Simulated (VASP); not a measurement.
# BiSbS4 (I4_1/a) in VASP: single point with r2SCAN

Aim: the single point of BiSbS4 with r2SCAN.

Everything below comes from runs of VASP 6.6.1. Logs are shortened: lines on timing, memory, paths and dates and some standing lists are left out, and cuts for length are marked.

### Step 1. The crystal as given

The structure is tetragonal, space group I4_1/a (No. 88). Conventional cell: a = 6.386 Å, b = 6.386 Å, c = 14.714 Å, α = 90.00°, β = 90.00°, γ = 90.00°. Around Sb (site symmetry -4) lie 4 S at 2.42 Å. Around Bi (site symmetry -4) lie 8 S at 2.85 to 3.06 Å. Around S (site symmetry 1) lie 1 Sb at 2.42 Å.

The cell was built by a generator and needn't be a form met in nature.

### Step 2. Single point, r2SCAN

INCAR reads:

```
SYSTEM = BiSbS4
PREC = Accurate
ENCUT = 520
EDIFF = 1E-6
ISMEAR = 0
SIGMA = 0.1
LREAL = .FALSE.
LASPH = .TRUE.
NELM = 150
ALGO = Normal
ISIF = 2
LWAVE = .FALSE.
LCHARG = .FALSE.
METAGGA = R2SCAN
LMIXTAU = .TRUE.
KPAR = 8
```

KPOINTS reads:

```
regular mesh
0
G
  7 7 7
  0 0 0
```

POSCAR reads:

```
BiSbS4
1.0
   -3.1930100000      3.1930100000      7.3568100000
    3.1930100000     -3.1930100000      7.3568100000
    3.1930100000      3.1930100000     -7.3568100000
Sb Bi S
2 2 8
Direct
    0.0000000000      0.0000000000      0.0000000000
    0.7500000000      0.2500000000      0.5000000000
    0.2500000000      0.7500000000      0.5000000000
    0.5000000000      0.5000000000      0.0000000000
    0.6515340000      0.0954410000      0.9242290000
    0.1712120000      0.7273050000      0.0757710000
    0.9045590000      0.8287880000      0.5560930000
    0.2726950000      0.3484660000      0.4439070000
    0.5787880000      0.5226950000      0.4242290000
    0.8454410000      0.4212120000      0.9439070000
    0.0984660000      0.1545590000      0.5757710000
    0.4773050000      0.9015340000      0.0560930000
```

Potentials or basis: VASP PAW PBE potentials, release 64 (Sb, Bi_d, S).

The run is started by

```sh
cat potpaw_PBE.64/Sb/POTCAR potpaw_PBE.64/Bi_d/POTCAR potpaw_PBE.64/S/POTCAR > POTCAR
mpirun -np 8 vasp_std > vasp.out
```

OUTCAR:

```text
SYSTEM = BiSbS4
   PREC = Accurate
   ENCUT = 520
   EDIFF = 1E-6
   ISMEAR = 0
   LREAL = .FALSE.
   LASPH = .TRUE.
   NELM = 150
   ISIF = 2
   METAGGA = R2SCAN

 ion  position               nearest neighbor table
   1  0.000  0.000  0.000-   8 2.42   5 2.42   6 2.42   7 2.42
   2  0.750  0.250  0.500-  12 2.42  11 2.42   9 2.42  10 2.42
   3  0.250  0.750  0.500-  11 2.85  12 2.85  10 2.85   9 2.85   6 3.06   7 3.06   8 3.06   5 3.06

   4  0.500  0.500  0.000-   5 2.85   8 2.85   7 2.85   6 2.85   9 3.06  10 3.06  12 3.06  11 3.06

   5  0.652  0.095  0.924-   1 2.42   4 2.85   3 3.06
   6  0.171  0.727  0.076-   1 2.42   4 2.85   3 3.06
   7  0.905  0.829  0.556-   1 2.42   4 2.85   3 3.06
   8  0.273  0.348  0.444-   1 2.42   4 2.85   3 3.06
   9  0.579  0.523  0.424-   2 2.42   3 2.85   4 3.06
  10  0.845  0.421  0.944-   2 2.42   3 2.85   4 3.06
  11  0.098  0.155  0.576-   2 2.42   3 2.85   4 3.06
  12  0.477  0.902  0.056-   2 2.42   3 2.85   4 3.06

  LATTYP: Found a body centered tetragonal cell.
 ALAT       =     6.3860200000
 C/A-ratio  =     2.3040360036

  Lattice vectors:

 A1 = (  -3.1930100000,   3.1930100000,   7.3568100000)
 A2 = (   3.1930100000,  -3.1930100000,   7.3568100000)
 A3 = (   3.1930100000,   3.1930100000,  -7.3568100000)

Analysis of symmetry for initial positions (statically):
=====================================================================
 Subroutine PRICEL returns:
 Original cell was already a primitive cell.

 Routine SETGRP: Setting up the symmetry group for a
 body centered tetragonal supercell.

 Subroutine GETGRP returns: Found  8 space group operations
 (whereof  4 operations were pure point group operations)
 out of a pool of 16 trial point group operations.

The static configuration has the point symmetry S_4 .
 The point group associated with its full space group is C_4h.

Analysis of symmetry for dynamics (positions and initial velocities):
=====================================================================
 Subroutine PRICEL returns:
 Original cell was already a primitive cell.

 Routine SETGRP: Setting up the symmetry group for a
 body centered tetragonal supercell.

 Subroutine GETGRP returns: Found  8 space group operations
 (whereof  4 operations were pure point group operations)
 out of a pool of 16 trial point group operations.

The dynamic configuration has the point symmetry S_4 .
 The point group associated with its full space group is C_4h.

 Subroutine INISYM returns: Found  8 space group operations
 (whereof  4 operations are pure point group operations),
 and found     1 'primitive' translations

----------------------------------------------------------------------------------------

                                     Primitive cell

  volume of cell :     300.0199

  direct lattice vectors                    reciprocal lattice vectors
    -3.193010000  3.193010000  7.356810000     0.000000000  0.156592056  0.067964240
     3.193010000 -3.193010000  7.356810000     0.156592056  0.000000000  0.067964240
     3.193010000  3.193010000 -7.356810000     0.156592056  0.156592056  0.000000000

  length of vectors
     8.632107454  8.632107454  8.632107454     0.170705038  0.170705038  0.221454609

  position of ions in fractional coordinates (direct lattice)
     0.000000000  0.000000000  0.000000000
     0.750000000  0.250000000  0.500000000
     0.250000000  0.750000000  0.500000000
     0.500000000  0.500000000  0.000000000
     0.651534000  0.095441000  0.924229000
     0.171212000  0.727305000  0.075771000
     0.904559000  0.828788000  0.556093000
     0.272695000  0.348466000  0.443907000
     0.578788000  0.522695000  0.424229000
     0.845441000  0.421212000  0.943907000
     0.098466000  0.154559000  0.575771000
     0.477305000  0.901534000  0.056093000

  ion indices of the primitive-cell ions
   primitive index   ion index
                 1           1
                 2           2
                 3           3
                 4           4
                 5           5
                 6           6
                 7           7
                 8           8
                 9           9
                10          10
                11          11
                12          12

----------------------------------------------------------------------------------------

 KPOINTS: regular mesh

Automatic generation of k-mesh.
 Grid dimensions read from file:
 generate k-points for:    7    7    7

 Generating k-lattice:

  Cartesian coordinates                     Fractional coordinates (reciprocal lattice)
     0.000000000  0.022370294  0.009709177     0.142857143  0.000000000  0.000000000
     0.022370294  0.000000000  0.009709177     0.000000000  0.142857143  0.000000000
     0.022370294  0.022370294  0.000000000     0.000000000  0.000000000  0.142857143

  Length of vectors
     0.024386434  0.024386434  0.031636373

  Shift w.r.t. Gamma in fractional coordinates (k-lattice)
     0.000000000  0.000000000  0.000000000

 Subroutine IBZKPT returns following result:
 ===========================================

 Found     52 irreducible k-points:

 Following reciprocal coordinates:
            Coordinates               Weight
  0.000000  0.000000  0.000000      1.000000
  0.142857  0.000000  0.000000      8.000000
  0.285714 -0.000000  0.000000      8.000000
  0.428571  0.000000  0.000000      8.000000
  0.142857  0.142857  0.000000      8.000000
  0.285714  0.142857  0.000000      8.000000
[... 16 lines left out ...]
  0.142857  0.142857  0.142857      8.000000
  0.285714  0.142857  0.142857      8.000000
 [... further k-points ...]
   k-points           NKPTS =     52   k-points in BZ     NKDIM =     52   number of bands    NBANDS=     52
   number of dos      NEDOS =    301   number of ions     NIONS =     12
   total plane-waves  NPLWV = 262144
   dimension x,y,z NGX =    64 NGY =   64 NGZ =   64
   dimension x,y,z NGXF=   128 NGYF=  128 NGZF=  128
   ions per type =               2   2   8
   NGX,Y,Z   is equivalent  to a cutoff of  12.33, 12.33, 12.33 a.u.
   NGXF,Y,Z  is equivalent  to a cutoff of  24.65, 24.65, 24.65 a.u.
 SYSTEM =  BiSbS4
   PREC   = accura    normal or accurate (medium, high low for compatibility)
   ISTART =      0    job   : 0-new  1-cont  2-samecut
   ICHARG =      2    charge: 1-file 2-atom 10-const
   ISPIN  =      1    spin polarized calculation?
   LNONCOLLINEAR =      F non collinear calculations
   LSORBIT =      F    spin-orbit coupling
   LASPH  =      T    aspherical Exc in radial PAW
   ENCUT  =  520.0 eV  38.22 Ry    6.18 a.u.  16.05 16.05 16.05*2*pi/ulx,y,z
   NELM   =    150;   NELMIN=  2; NELMDL= -5     # of ELM steps
   EDIFF  = 0.1E-05   stopping-criterion for ELM
   LREAL  =      F    real-space projection
   EDIFFG = 0.1E-04   stopping-criterion for IOM
   NSW    =      0    number of steps for IOM
   IBRION =     -1    ionic relax: 0-MD 1-quasi-New 2-CG
   NFREE  =      0    steps in history (QN), initial steepest desc. (CG)
   ISIF   =      2    stress and relaxation
   ISYM   =      2    0-nonsym 1-usesym 2-fastsym
   POTIM  = 0.5000    time-step for ionic-motion
   TEBEG  =    0.0;   TEEND  =   0.0 temperature during run
   PSTRESS=    0.0 pullay stress
   NELECT =      88.0000    total number of electrons
   NUPDOWN=      -1.0000    fix difference up-down
   EMIN   =  10.00;   EMAX   =-10.00  energy-range for DOS
   EFERMI =   0.00;   METHOD = LEGACY
   ISMEAR =     0;   SIGMA  =   0.10  broadening in eV -4-tet -1-fermi 0-gaus
   EFERMI_NEDOS =   21; number of points for ismear=-14 and -15
   IALGO  =     38    algorithm
   IMIX   =      4    mixing-type and parameters
     AMIX     =   0.40;   BMIX     =  1.00
     AMIX_MAG =   1.60;   BMIX_MAG =  1.00
  volume/ion in A,a.u.               =      25.00       168.72
  Fermi-wavevector in a.u.,A,eV,Ry     =   1.087725  2.055502 16.097668  1.183145
  Thomas-Fermi vector in A             =   2.223891
   LORBIT       =      0    0 simple, 1 ext, 2 COOP (PROOUT), +10 PAW based schemes
   METAGGA = R2SCAN    functional components
   LHFCALC =     F    Hartree Fock is set to
   AEXX    =    0.0000 exact exchange contribution
   IVDW    =     0    specifies the selected vdW correction
   LEPSILON=     F    determine dielectric tensor
   LRPA    =     F    only Hartree local field effects (RPA)
 non-spin polarized calculation
 Gauss-broadening in eV      SIGMA  =   0.10
  energy-cutoff  :      520.00
  volume of cell :      300.02
 maximum number of plane-waves:      8104
   NGX = 33   NGY = 33   NGZ = 33

 number of electron      87.9999989 magnetization

 Free energy of the ion-electron system (eV)
  ---------------------------------------------------
  ext. energy  EPLUGINS =         0.00000000
  ---------------------------------------------------
  free energy    TOTEN  =      -233.76150051 eV

  energy without entropy =     -233.76150032  energy(sigma->0) =     -233.76150041

 E-fermi :   4.7525     XC(G=0):  -9.8654

 val. band max:        4.4278558106   @ k =   0.0000   0.0000   0.0000
 cond. band min:       5.0627284808   @ k =  -0.2857   0.4286   0.1429
 fundamental gap:      0.6348726702
 Fermi energy:         4.7525233492

 k-point     1 :       0.0000    0.0000    0.0000
  band No.  band energies     occupation
      1     -19.3657      2.00000
      2     -19.3657      2.00000
      3     -19.3622      2.00000
      4     -19.3622      2.00000
      5     -19.3570      2.00000
      6     -19.3560      2.00000
[... 44 lines left out ...]
     51       8.1041      0.00000
     52       8.1041      0.00000
[... 1263 lines left out ...]
     51       7.8448      0.00000
     52       8.0059      0.00000

 [... further k-points ...]

------------------------ aborting loop because EDIFF is reached ----------------------------------------

  FORCE on cell =-STRESS in cart. coord.  units (eV):
  Direction    XX          YY          ZZ          XY          YZ          ZX
  --------------------------------------------------------------------------------------
  -------------------------------------------------------------------------------------
  Total       -3.1841783     -3.1841783     -3.0921279      0.0000005      0.0000000      0.0000000
  in kB      -17.0042654    -17.0042654    -16.5126942      0.0000027      0.0000000      0.0000000
  external PRESSURE =     -16.8404083 kB  Pullay stress =       0.0000000 kB

 VOLUME and BASIS-vectors are now :
 -----------------------------------------------------------------------------
  energy-cutoff  :      520.00
  volume of cell :      300.02
      direct lattice vectors                 reciprocal lattice vectors
    -3.193010000  3.193010000  7.356810000     0.000000000  0.156592056  0.067964240
     3.193010000 -3.193010000  7.356810000     0.156592056  0.000000000  0.067964240
     3.193010000  3.193010000 -7.356810000     0.156592056  0.156592056  0.000000000

 POSITION                                       TOTAL-FORCE (eV/Angst)
 -----------------------------------------------------------------------------------
      0.00000      0.00000      0.00000        -0.000000     -0.000000      0.000000
      0.00000      3.19301      3.67841        -0.000000     -0.000000      0.000000
      3.19301      0.00000      3.67841        -0.000000     -0.000000      0.000000
      0.00000      0.00000      7.35681        -0.000000     -0.000000      0.000000
      1.17546      4.72668     -1.30402        -0.116594      0.150747      0.200353
      2.01755     -1.53367      6.05279         0.116594     -0.150747      0.200353
      1.53367      2.01755      8.66083         0.150747      0.116594     -0.200353
      1.65934      1.17546      1.30402        -0.150747     -0.116594     -0.200353
      1.17546      1.53367      4.98243        -0.116594      0.150747     -0.200353
      1.65934      4.36847      2.37438        -0.150747     -0.116594      0.200353
      2.01755      1.65934     -2.37438         0.116594     -0.150747     -0.200353
      1.53367     -1.17546      9.73119         0.150747      0.116594      0.200353
 -----------------------------------------------------------------------------------
    total drift:                               -0.000000     -0.000000     -0.000000

  FREE ENERGIE OF THE ION-ELECTRON SYSTEM (eV)
  ---------------------------------------------------
  free  energy   TOTEN  =      -233.7615005069 eV

  energy  without entropy=     -233.7615003209  energy(sigma->0) =     -233.76150041
```

It took 13 min on 8 MPI ranks of AMD EPYC 9R45 (Zen 5), shared host; peak memory 1.1 GiB.

Results:

* Free energy: -233.7615 eV
* Pressure: -1.7 GPa
* Largest force: 0.277 eV/Å
* Band gap on the k mesh: 0.63 eV, indirect (least direct gap 0.95 eV)

Forces on the atoms (eV/Å):
```
Sb   0.000  0.000  0.000
Sb   0.000  0.000  0.000
Bi   0.000  0.000  0.000
Bi   0.000  0.000  0.000
S   -0.117  0.151  0.200
S    0.117 -0.151  0.200
S    0.151  0.117 -0.200
S   -0.151 -0.117 -0.200
S   -0.117  0.151 -0.200
S   -0.151 -0.117  0.200
S    0.117 -0.151 -0.200
S    0.151  0.117  0.200
```

Caveat: the PAW data sets were made with another functional, which shifts forces and pressure a little; spin-orbit coupling is left out, which as a rule narrows the gap of such compounds by several tenths of an eV; an odd mesh through Γ misses points on the zone boundary, where band edges often lie.
